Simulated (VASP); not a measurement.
CdAu: single point with LDA

CdAu:

```
CELL_PARAMETERS angstrom
3.34000 0.00000 0.00000
0.00000 3.34000 0.00000
0.00000 0.00000 3.34000
ATOMIC_POSITIONS crystal
Cd 0.50000 0.50000 0.50000
Au 0.00000 0.00000 0.00000
```

```
Program                : VASP 6.6.1
Task                   : single point
Functional             : LDA
Potentials or basis    : VASP PAW LDA potentials, release 64 (Cd, Au)
Cutoff                 : 520 eV
k mesh                 : 14 × 14 × 14
Occupations            : gaussian, width 0.15 eV
Spin                   : no spin polarisation
Dipole correction      : no
Further INCAR settings : ALGO = Normal; EDIFF = 1e-07; NBANDS = 18
```

```json
{"Pressure": "-5.4 GPa", "Band gap on the k mesh": "none (metal or under the smearing width)"}
```

Levels at points of the mesh, in eV from the Fermi level:
```
           k point  band 8  band 9  band 10  band 11  band 12  band 13  band 14  band 15  band 16  band 17
(0.00, 0.00, 0.00)   -4.89   -3.61    -3.61    -3.61     4.76     4.76     4.76     7.98    11.88    11.88
(0.50, 0.00, 0.00)   -4.84   -4.56    -4.56    -3.83    -2.61    10.49    10.49    10.81    10.94    10.94
(0.50, 0.50, 0.00)   -3.79   -3.79    -3.21    -1.61    -1.61     0.42     2.31    10.80    11.47    11.47
(0.50, 0.50, 0.50)   -5.68   -3.17    -3.17     1.91     2.06     3.96     3.96     3.96     5.32     5.32
```

It took 56 s on 1 thread of Intel(R) Xeon(R) Platinum 8559C (Emerald Rapids), on a shared host, peak memory 0.2 GiB.

The run has no spin-orbit coupling, so splittings on Au are missing.
